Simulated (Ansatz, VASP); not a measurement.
## HoBi2IO4 in two plane-wave programs

One calculation is typed for both programs; each brings its own data sets. How far apart do they land? Valence electrons are named where the data sets of a main pair hold unlike numbers.

Method: plane waves, with VASP 6.6.1 beside it; PBEsol and PBEsol, DFT+U, in Ansatz 0.2.0.

In doubt: a part-filled 4f shell, where there is one, can sit in one of many states, so energies may not be the lowest and differences between runs may mislead; derivatives with an open 4f shell can jump between states, which bears on forces and vibrations.

## (1) Set-up

It takes space group P4/mmm (No. 123, tetragonal). Conventional cell: a = 3.897 Å, b = 3.897 Å, c = 9.559 Å, α = 90.00°, β = 90.00°, γ = 90.00°. Nearest to Bi lie 4 O at 2.24 Å and 4 I at 3.60 Å. Ho has 8 O at 2.37 Å nearest. I has 8 Bi at 3.60 Å nearest. Nearest to O lie 2 Bi at 2.24 Å and 2 Ho at 2.37 Å. Farther neighbours and most contacts between anions are not listed.

## (2) Ansatz: single point, PBEsol

Ansatz runs on its default PAW (the set named soft_2) files.

With cell and atoms fixed, the geometry can't cause a difference; cores, projectors, grids and the points listed under the comparison can.

The input, input.yaml:

```yaml
crystal:
  lattice:
    - [3.8975, 0.0, 0.0]
    - [0.0, 3.8975, 0.0]
    - [0.0, 0.0, 9.559]
  atoms:
    - { symbol: Bi, position: [0.5, 0.5, 0.2584] }
    - { symbol: Bi, position: [0.5, 0.5, 0.7416] }
    - { symbol: Ho, position: [0.0, 0.0, 0.0], spin: 4.0 }
    - { symbol: I, position: [0.0, 0.0, 0.5] }
    - { symbol: O, position: [0.0, 0.5, 0.142] }
    - { symbol: O, position: [0.5, 0.0, 0.142] }
    - { symbol: O, position: [0.0, 0.5, 0.858] }
    - { symbol: O, position: [0.5, 0.0, 0.858] }
hamiltonian:
  xc: pbesol
  pseudopotentials: { kind: paw }
magnetization:
  spin_polarized: true
kpoints:
  mp_grid: { grid: [5, 5, 2] }
scf:
  occupations: { method: gaussian, width: 0.05 }
  n_extra_bands: 10
output:
  forces: true
  stress: true
  eigenvalues: true
```

The run is started by

```console
> ansatz run input.yaml --threads 4 --pin off --max-ram 9216MiB --backend cpu --events-out ev --progress --plain --runs-dir out
```

Numbers of over 12 decimals in the logs are rounded to 6 here.

Log:

```text
Warning: the band count 56 (scf.n_extra_bands) hosts the net moment |M| = 4.0000 μB (N_el = 92) but caps the reachable moment at 2·n_bands − N_el = 20.0000 μB, below the 58 bands that the automatic rule leaves for it — a moment growing past the seed, or the majority channel's smearing tail, pins there with fewer empty majority states than that count leaves; raise or omit scf.n_extra_bands unless the cap is intended
Warning: where this run starts from atoms, the 4f shell of Ho (site 2, from 0) starts with a moment of 3.52 μB, by Hund's first rule and in the place of the 4.00 μB that the deck gives it, the electrons of either spin spread evenly over its orbitals. The first iterations hold it so, then one of them chooses the order of the orbitals in the run's own bands; that SCF has its whole band count from the start. To start from spheres of the given moment, with no order chosen, type scf.initial_density.shell_occupations: []
scf.n_extra_bands = 10 over 46 filled bands (N_el = 92.0): the run solves 56 bands
Engine: ansatz 0.2.0, aarch64-unknown-linux-gnu
Pseudopotentials: kind: paw
Pseudopotential: Bi, paw, valence charge 15, recommended cutoff 420 eV (normal), Bi.paw.azcp
Pseudopotential: Ho, paw, valence charge 21, recommended cutoff 420 eV (normal), Ho.paw.azcp
Pseudopotential: I, paw, valence charge 17, recommended cutoff 420 eV (normal), I.paw.azcp
Pseudopotential: O, paw, valence charge 6, recommended cutoff 420 eV (normal), O.paw.azcp
Functional definition: PBEsol
  exchange = pbesol_x
  correlation = pbesol_c
Crystal: 8 atoms, lattice volume = 145.206 Å³
Basis set: ecut = 420 eV, 2855 PW (Γ), exchange–correlation on 54×54×128 points (8 copies of the dense FFT grid, shifted against one another)
Bands: 56, of which v1, the nominal top of the filled ones, is band 46 counted from 1 (45 counted from 0)
Symmetry: 16 space group operations
Space group: P4/mmm (ITA 123), of the structure as read, at distance tolerance 5.3e-5 Å
Magnetic group: BNS 123.339 (UNI 999), of the structure as read, at distance tolerance 5.3e-5 Å
k-points: 12 of 50
Non-local potential: Bi, projectors of the file, l = 0: 2, l = 1: 2, l = 2: 2, l = 3: 2
Non-local potential: Ho, projectors of the file, l = 0: 3, l = 1: 2, l = 2: 2, l = 3: 3
Non-local potential: I, projectors of the file, l = 0: 2, l = 1: 2, l = 2: 2, l = 3: 2
Non-local potential: O, projectors of the file, l = 0: 2, l = 1: 2, l = 2: 1
PAW form: soft (Blöchl's): semilocal exchange-correlation on the pseudo side does not see the compensation charge
PAW frozen core: Bi, regenerated for the run's functional, and the local potential with it (the file was generated under x = pbe(κ = 0.804, μ = 0.219515), c = pbe(β = 0.066725))
PAW frozen core: Ho, regenerated for the run's functional, and the local potential with it (the file was generated under x = pbe(κ = 0.804, μ = 0.219515), c = pbe(β = 0.066725))
PAW frozen core: I, regenerated for the run's functional, and the local potential with it (the file was generated under x = pbe(κ = 0.804, μ = 0.219515), c = pbe(β = 0.066725))
PAW frozen core: O, regenerated for the run's functional, and the local potential with it (the file was generated under x = pbe(κ = 0.804, μ = 0.219515), c = pbe(β = 0.066725))
PAW one-centre angular grid: Bi, 590 points (default); XC on 64 Gauss nodes
PAW one-centre angular grid: Ho, 590 points (default); XC on 64 Gauss nodes
PAW one-centre angular grid: I, 590 points (default); XC on 64 Gauss nodes
PAW one-centre angular grid: O, 110 points (default); XC on 64 Gauss nodes
Initial density: superposition of atomic densities (chi_scale 0.1, normalization cell, long waves kept (reshape's long-wave potential 0.04 eV rms))
Initial wavefunctions: pseudopotential atomic-orbital guess
Functional: x = pbesol(κ = 0.804, μ = 0.123457), c = pbesol(β = 0.046)
SCF iter   1: F=—  HF=-45393.184573 eV  |F-HF|=—  |Δ(HF+E_count)|=         —  Δρ=4.60e-2 (↑3.89e-2 ↓4.60e-2)  dr2=3.04e1  dr2_m=2.96e-2  M=3.390 μB ∫|m|=3.390 μB  β_m=0.30  ethr=3.10e-3  ⟨swp⟩=5.9  Hψ=4848  notcnv=0  defer=1
preconditioner: auto → Kerker (q_TF=auto, 2.528 Å⁻¹)  [metal: Δε(μ)=0.072 eV  Ē_g=15.489 eV  σ=0.050 eV  W_gap=0.49  n_scr=38 (ndim 8)  ℏωp=27.6 eV  f_vac=0.000  D(μ)=7.43/eV (n_scr^D=64)]
spin=Collinear: Kerker preconditioning applied to the charge; magnetization (m = ρ↑ − ρ↓) channel mixes plain (no charge-response kernel on spin).
SCF iter   2: F=—  HF=-45378.146614 eV  |F-HF|=—  |Δ(HF+E_count)|=    1.50e1  Δρ=2.54e-2 (↑2.54e-2 ↓2.42e-2)  dr2=1.50e1  dr2_m=7.52e-3  M=3.618 μB ∫|m|=3.618 μB  β_m=0.43  ethr=3.10e-3  ⟨swp⟩=3.2  Hψ=2933  notcnv=0  defer=70
SCF iter   3: F=—  HF=-45372.812849 eV  |F-HF|=—  |Δ(HF+E_count)|=    5.33e0  Δρ=1.55e-2 (↑1.55e-2 ↓1.54e-2)  dr2=7.12e0  dr2_m=5.41e-3  M=3.705 μB ∫|m|=3.707 μB  β_m=0.43  ethr=3.10e-3  ⟨swp⟩=2.8  Hψ=2870  notcnv=0  defer=98
SCF iter   4: F=—  HF=-45372.496291 eV  |F-HF|=—  |Δ(HF+E_count)|=   3.17e-1  Δρ=1.49e-2 (↑7.34e-3 ↓1.49e-2)  dr2=8.02e-1  dr2_m=3.94e-2  M=4.000 μB ∫|m|=4.008 μB  β_m=0.21  ethr=3.10e-3  ⟨swp⟩=3.3  Hψ=2922  notcnv=0  defer=72
SCF iter   5: F=—  HF=-45372.446983 eV  |F-HF|=—  |Δ(HF+E_count)|=   4.93e-2  Δρ=1.30e-2 (↑4.80e-3 ↓1.30e-2)  dr2=4.81e-1  dr2_m=3.97e-2  M=4.000 μB ∫|m|=4.017 μB  β_m=0.52  ethr=8.72e-4  ⟨swp⟩=2.9  Hψ=2839  notcnv=0  defer=50
SCF iter   6: F=—  HF=-45372.102526 eV  |F-HF|=—  |Δ(HF+E_count)|=   3.44e-1  Δρ=8.33e-3 (↑3.76e-3 ↓8.33e-3)  dr2=1.51e-1  dr2_m=3.29e-2  M=4.000 μB ∫|m|=4.047 μB  β_m=0.75  ethr=5.22e-4  ⟨swp⟩=3.0  Hψ=2868  notcnv=0  defer=53
SCF iter   7: F=—  HF=-45372.038506 eV  |F-HF|=—  |Δ(HF+E_count)|=   6.40e-2  Δρ=2.74e-3 (↑1.12e-3 ↓2.74e-3)  dr2=2.67e-2  dr2_m=2.89e-3  M=4.000 μB ∫|m|=4.019 μB  β_m=0.84  ethr=1.64e-4  ⟨swp⟩=2.8  Hψ=2881  notcnv=0  defer=61
SCF iter   8: F=—  HF=-45372.052899 eV  |F-HF|=—  |Δ(HF+E_count)|=   1.44e-2  Δρ=6.78e-4 (↑4.99e-4 ↓6.78e-4)  dr2=4.50e-3  dr2_m=1.08e-4  M=4.000 μB ∫|m|=4.011 μB  β_m=0.92  ethr=2.91e-5  ⟨swp⟩=2.0  Hψ=2569  notcnv=0  defer=65
SCF iter   9: F=—  HF=-45372.106990 eV  |F-HF|=—  |Δ(HF+E_count)|=         —  Δρ=1.10e-2 (↑1.54e-4 ↓1.10e-2)  dr2=2.44e-2  dr2_m=4.05e-2  M=4.000 μB ∫|m|=4.022 μB  β_m=0.92  ethr=4.89e-6  ⟨swp⟩=2.0  Hψ=2643  notcnv=0  defer=65
Mixer restart at iter 9: flushing history
[...]
SCF 1 converged in 19 iterations: F = -45372.537620 eV  dr2 = 3.56e-8
  greatest PAW one-centre occupation: 0.999 electrons in one spin orbital (limit 2), on the I atom at site 3 (counted from 0), in its partial waves of l = 2
Symmetry: 8 space group operations
k-points: 18 of 50
[...]
spin=Collinear: Kerker preconditioning applied to the charge; magnetization (m = ρ↑ − ρ↓) channel mixes plain (no charge-response kernel on spin).
[...]
iteration 9: the lowest order of the open f orbitals that was found in this iteration's bands is taken; the next order that was found lies 85 meV over it there
[...]
Mixer restart at iter 10: flushing history
SCF iter  11: F=—  HF=-45372.570247 eV  |F-HF|=—  |Δ(HF+E_count)|=         —  Δρ=8.20e-4 (↑4.28e-4 ↓8.20e-4)  dr2=2.41e-3  dr2_m=6.68e-5  M=4.000 μB ∫|m|=4.022 μB  β_m=0.92  ethr=3.06e-6  ⟨swp⟩=2.1  Hψ=4080  notcnv=0  defer=109
SCF iter  12: F=—  HF=-45372.571437 eV  |F-HF|=—  |Δ(HF+E_count)|=   1.19e-3  Δρ=7.73e-4 (↑6.45e-4 ↓7.73e-4)  dr2=1.99e-3  dr2_m=2.77e-5  M=4.000 μB ∫|m|=4.021 μB  β_m=0.68  ethr=2.62e-6  ⟨swp⟩=2.6  Hψ=3829  notcnv=0  defer=104
SCF iter  13: F=—  HF=-45372.570162 eV  |F-HF|=—  |Δ(HF+E_count)|=   1.27e-3  Δρ=2.73e-4 (↑1.19e-4 ↓2.73e-4)  dr2=2.56e-4  dr2_m=1.88e-5  M=4.000 μB ∫|m|=4.021 μB  β_m=0.33  ethr=2.16e-6  ⟨swp⟩=2.4  Hψ=4036  notcnv=0  defer=105
SCF iter  14: F=—  HF=-45372.570305 eV  |F-HF|=—  |Δ(HF+E_count)|=   1.43e-4  Δρ=2.22e-4 (↑6.94e-5 ↓2.22e-4)  dr2=6.75e-5  dr2_m=1.31e-5  M=4.000 μB ∫|m|=4.021 μB  β_m=0.57  ethr=2.78e-7  ⟨swp⟩=2.0  Hψ=3777  notcnv=0  defer=104
SCF iter  15: F=—  HF=-45372.570647 eV  |F-HF|=—  |Δ(HF+E_count)|=   3.43e-4  Δρ=1.64e-4 (↑5.01e-5 ↓1.64e-4)  dr2=3.43e-5  dr2_m=6.44e-6  M=4.000 μB ∫|m|=4.021 μB  β_m=0.92  ethr=7.33e-8  ⟨swp⟩=2.1  Hψ=3695  notcnv=0  defer=104
SCF iter  16: F=—  HF=-45372.570836 eV  |F-HF|=—  |Δ(HF+E_count)|=   1.89e-4  Δρ=7.13e-5 (↑4.21e-5 ↓7.13e-5)  dr2=1.90e-5  dr2_m=8.06e-7  M=4.000 μB ∫|m|=4.021 μB  β_m=0.96  ethr=3.73e-8  ⟨swp⟩=2.2  Hψ=3693  notcnv=0  defer=104
SCF iter  17: F=—  HF=-45372.570851 eV  |F-HF|=—  |Δ(HF+E_count)|=   1.45e-5  Δρ=3.31e-5 (↑1.30e-5 ↓3.31e-5)  dr2=3.19e-6  dr2_m=2.32e-7  M=4.000 μB ∫|m|=4.021 μB  β_m=0.98  ethr=2.06e-8  ⟨swp⟩=2.0  Hψ=3586  notcnv=0  defer=104
SCF iter  18: F=—  HF=-45372.570853 eV  |F-HF|=—  |Δ(HF+E_count)|=   1.83e-6  Δρ=4.68e-6 (↑4.68e-6 ↓4.47e-6)  dr2=2.52e-7  dr2_m=6.78e-9  M=4.000 μB ∫|m|=4.021 μB  β_m=0.99  ethr=3.47e-9  ⟨swp⟩=2.0  Hψ=3668  notcnv=0  defer=104
SCF iter  19: F=-45372.570853 eV  HF=-45372.570853 eV  |F-HF|=3.41e-8  |Δ(HF+E_count)|=   3.95e-8  Δρ=3.32e-6 (↑1.15e-6 ↓3.32e-6)  dr2=4.27e-8  dr2_m=2.77e-9  M=4.000 μB ∫|m|=4.021 μB  ethr=1.09e-10  ⟨swp⟩=12.0  Hψ=11742  notcnv=0
SCF 2 converged in 19 iterations: F = -45372.570853 eV  dr2 = 4.27e-8
SCF converged after 19 iterations
Magnetization: 4.0000 μB (48.0000 up, 44.0000 down)
Absolute magnetization: 4.0126 μB (∫|ρ↑−ρ↓|, with the PAW one-centre terms)
Spin contamination: 0.0038 ħ² per cell (⟨S²⟩ above its minimum at these occupations)
Per-site moments (μB) at R_I (Å): [(0.000424637, 0.925661), (0.000424637, 0.925661), (3.857795, 0.979642), (0.00257941, 1.483213), (0.024310, 0.925661), (0.024310, 0.925661), (0.024310, 0.925661), (0.024310, 0.925661)]
Free energy (F): -45372.570853 eV
Harris-Foulkes:  -45372.570853 eV  (|F-HF|=3.41e-8)
Internal energy: -45372.570853 eV  (E = F + TS)
E sigma→0 (E₀):  -45372.570853 eV
Fermi energy:    10.979153 eV
--- Per-component energies (eV) ---
  E_band       = -462.537838
  E_kinetic    = 1868.172607
  E_local      = -10974.848650  (includes V_loc(G=0)·N_el)
  E_nonlocal   = 1850.846198
  E_hartree    = 4573.280123
  E_xc         = -917.575656
  E_vxc        = -1020.096971  (∫ρ·V_xc dr)
  E_paw        = -33249.444902  (= ΣΔE_a)
  E_vpaw       = -1333.174645  (= ΣTr[D̂ρ^β])
  E_aug_tail   = 0.008905  (compensation charges beyond the density's cutoff)
  E_ewald      = -8524.633366
  E_core_change = 1.623889  (= ΣΔE_core)
  E_smearing   = -0.000000  (= −TS)
  E_closure    = -0.000000  (closes the sum)
  Σ components = -45372.570853   (vs F -45372.570853, Δ=0.00e0)
--- Forces (eV/Å), atoms counted from 1 ---
  atom   1  Bi     0.00000000    -0.00000000    -0.18276747
  atom   2  Bi    -0.00000000    -0.00000000     0.18276747
  atom   3  Ho     0.00000000     0.00000000     0.00000000
  atom   4  I      0.00000000     0.00000000     0.00000000
  atom   5  O      0.00000000     0.00000000     0.11321700
  atom   6  O     -0.00000000     0.00000000     0.11321700
  atom   7  O     -0.00000000    -0.00000000    -0.11321700
  atom   8  O      0.00000000     0.00000000    -0.11321700
  max |Σ_I F_I| component: 4.16e-17 eV/Å
--- Stress (GPa, compression-positive) ---
       -0.999471       0.003389       0.000000
        0.003389      -0.999471       0.000000
        0.000000      -0.000000      -0.906350
  P = ⅓ Tr σ = -0.9684 GPa (-9.684 kbar)
--- Band table (eV; the first three rows and the last of 36) ---
  k-point 0 ↑: bands = [... 42 lower, 9.1303, 9.1509, 9.2128, 9.4391, 9.4413, 9.5546, 11.3533, 13.4815, ... 6 higher]
  k-point 1 ↑: bands = [... 42 lower, 9.1267, 9.1515, 9.2170, 9.3916, 9.4379, 9.4380, 11.7823, 12.9322, ... 6 higher]
  k-point 2 ↑: bands = [... 42 lower, 8.7620, 8.8967, 8.9924, 9.1229, 9.5887, 9.6338, 12.7371, 13.1503, ... 6 higher]
  k-point 17 ↓: bands = [... 42 lower, 10.5018, 10.5089, 11.3527, 11.3782, 11.4051, 11.8222, 12.9367, 13.0987, ... 6 higher]
```

Elapsed: 21 s, on 4 threads of Arm Neoverse V2, shared host; peak memory 0.61 GiB.

The run ends at a pressure of -0.97 GPa, with forces up to 0.18 eV/Å.

[end of part 1 of 3]

[Lines on the potential files, build, host, timing and source positions are cut from VASP's logs without a mark.]

[Logs are printed without paths, hosts, clocks, repeated set-up lines and the standing remarks that a program may print on its own settings, such as how far it seeks lower states.]

[Hosts, paths, dates, database ids (printed as entryN), source tags and the programs' standing remarks are cut or masked in the printed files.]
